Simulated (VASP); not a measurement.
Here is the system:

```
CELL_PARAMETERS angstrom
      1.37757    -2.38602     0.00000
      1.37757     2.38602     0.00000
      0.00000     0.00000     4.34116
ATOMIC_POSITIONS crystal
  Os 0.33333 0.66667 0.25000
  Os 0.66667 0.33333 0.75000
```

Method: PBE GGA, VASP's PBE PAW potentials (set 64) (plane waves; VASP). Numerical set-up: 480 eV cut-off, 14×14×8 Γ-centred mesh, first-order Methfessel-Paxton smearing of 0.10 eV, potentials Os.

Each relaxation starts from this cell; other phases were not tried.

Problem. The cell is relaxed at 2 GPa. What happens?

Solution. The volume per atom goes from 14.27 to 14.20 Å³ (-0.5 %), and the cell becomes a = 2.751 Å, b = 2.751 Å, c = 4.335 Å, α = 90.00°, β = 90.00°, γ = 120.00°, space group P6_3/mmc.

Problem. The cell is relaxed at 5 GPa. What happens?

Solution. The volume per atom goes from 14.27 to 14.10 Å³ (-1.1 %), and the cell becomes a = 2.744 Å, b = 2.744 Å, c = 4.326 Å, α = 90.00°, β = 90.00°, γ = 120.00°, space group P6_3/mmc.

Failed runs are left out, and for metals the shear rows, which the mesh's noise covers.

The compound is Os in the hcp structure.
